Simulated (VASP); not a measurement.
Level of theory: PBE GGA, VASP's PBE PAW potentials (set 64) (plane waves; VASP).

A VASP calculation is set up with these files.

**INCAR**
```
# general
SYSTEM   =  PbSe
PREC     =  Accurate
ENCUT    =  480
LREAL    =  .FALSE.
LASPH    =  .TRUE.

# electronic loop
EDIFF    =  1E-7
NELM     =  100
ALGO     =  Normal
LMAXMIX  =  4

# smearing
ISMEAR   =  0
SIGMA    =  0.05

# functional
GGA      =  PE

# ions
ISIF     =  2

# output
LWAVE    =  .FALSE.
LCHARG   =  .FALSE.
```

KPOINTS:
```
Automatic mesh
0
Gamma
8 8 8
0 0 0
```

POSCAR:
```
PbSe
1
    0.0000000000     3.1063353715     3.1063353715
    3.1063353715     0.0000000000     3.1063353715
    3.1063353715     3.1063353715     0.0000000000
Pb Se
1 1
Direct
  0.0000000000   0.0000000000   0.0000000000
  0.5000000000   0.5000000000   0.5000000000
```

POTCAR, in this order: Pb_d Se (PBE.64 set). Program: vasp_std.

The resulting files:

**OSZICAR**
```
       N       E                     dE             d eps       ncg     rms          rms(c)
DAV:   1     0.152429706570E+03    0.15243E+03   -0.92485E+03   818   0.134E+03
DAV:   2     0.361689672074E+01   -0.14881E+03   -0.14590E+03   878   0.342E+02
DAV:   3    -0.826289644601E+01   -0.11880E+02   -0.11834E+02  1088   0.101E+02
DAV:   4    -0.850949704499E+01   -0.24660E+00   -0.24654E+00   892   0.182E+01
DAV:   5    -0.851853620497E+01   -0.90392E-02   -0.90391E-02  1118   0.324E+00    0.271E+00
DAV:   6    -0.819959232813E+01    0.31894E+00   -0.87233E-01  1158   0.711E+00    0.148E+00
DAV:   7    -0.819551691423E+01    0.40754E-02   -0.13190E-01   892   0.199E+00    0.836E-01
DAV:   8    -0.819918808629E+01   -0.36712E-02   -0.14603E-02   884   0.155E+00    0.168E-01
DAV:   9    -0.819870439631E+01    0.48369E-03   -0.26748E-03  1200   0.573E-01    0.621E-02
DAV:  10    -0.819879967925E+01   -0.95283E-04   -0.24025E-04   872   0.125E-01    0.207E-02
DAV:  11    -0.819880604457E+01   -0.63653E-05   -0.70535E-05  1016   0.967E-02    0.553E-03
DAV:  12    -0.819880637340E+01   -0.32884E-06   -0.42278E-06  1028   0.170E-02    0.217E-03
DAV:  13    -0.819880638010E+01   -0.66943E-08   -0.47076E-07   866   0.531E-03
   1 F= -.81988064E+01 E0= -.81988064E+01  d E =-.929025E-11
```

**OUTCAR**
```
------------------------ aborting loop because EDIFF is reached ----------------------------------------
  FORCE on cell =-STRESS in cart. coord.  units (eV):
  Direction    XX          YY          ZZ          XY          YZ          ZX
  --------------------------------------------------------------------------------------
  Total        0.0386256      0.0386256      0.0386256     -0.0000000      0.0000000      0.0000000
  in kB        1.0323111      1.0323111      1.0323111     -0.0000000      0.0000000      0.0000000
  external PRESSURE =       1.0323111 kB  Pullay stress =       0.0000000 kB
  volume of cell :       59.95
      direct lattice vectors                 reciprocal lattice vectors
     0.000000000  3.106335372  3.106335372    -0.160961371  0.160961371  0.160961371
     3.106335372  0.000000000  3.106335372     0.160961371 -0.160961371  0.160961371
     3.106335372  3.106335372  0.000000000     0.160961371  0.160961371 -0.160961371
  FREE ENERGIE OF THE ION-ELECTRON SYSTEM (eV)
  ---------------------------------------------------
  free  energy   TOTEN  =        -8.1988063801 eV

  energy  without entropy=       -8.1988063801  energy(sigma->0) =       -8.19880638
```
(Selected blocks of OUTCAR.)

File OUTCAR:
```
 val. band max:        4.4980418231   @ k =   0.5000   0.0000   0.0000

 cond. band min:       4.9287735139   @ k =   0.5000   0.0000   0.0000


 Fermi energy:         4.7224662376

 k-point     1 :       0.0000    0.0000    0.0000
  band No.  band energies     occupation
      1     -12.2402      2.00000
      2     -12.2402      2.00000
      3     -12.2402      2.00000
      4     -12.2342      2.00000
      5     -12.2342      2.00000
      6      -8.6971      2.00000
      7      -1.8427      2.00000
      8       2.8503      2.00000
      9       2.8503      2.00000
     10       2.8503      2.00000
     11       9.1419      0.00000
     12       9.1419      0.00000
     13       9.1419      0.00000
     14      11.1411      0.00000

 k-point     2 :       0.1250    0.0000    0.0000
  band No.  band energies     occupation
      1     -12.2396      2.00000
      2     -12.2394      2.00000
      3     -12.2394      2.00000
      4     -12.2339      2.00000
      5     -12.2339      2.00000
      6      -8.5881      2.00000
      7      -2.1780      2.00000
      8       2.8884      2.00000
      9       2.8884      2.00000
     10       3.0787      2.00000
     11       8.1395      0.00000
     12       8.5229      0.00000
     13       8.5229      0.00000
     14      10.9550      0.00000

 k-point     3 :       0.2500    0.0000    0.0000
  band No.  band energies     occupation
      1     -12.2453      2.00000
      2     -12.2453      2.00000
      3     -12.2384      2.00000
      4     -12.2251      2.00000
      5     -12.2251      2.00000
      6      -8.2908      2.00000
      7      -2.9390      2.00000
      8       2.9994      2.00000
      9       2.9994      2.00000
     10       3.5605      2.00000
     11       6.7047      0.00000
     12       7.4686      0.00000
     13       7.4686      0.00000
     14      11.1278      0.00000

 k-point     4 :       0.3750    0.0000    0.0000
  band No.  band energies     occupation
...
```

Unless said otherwise, spin-orbit coupling is left out, though it shifts the bands of the heavy elements here.

The compound is PbSe in the rock salt structure. It was relaxed first.
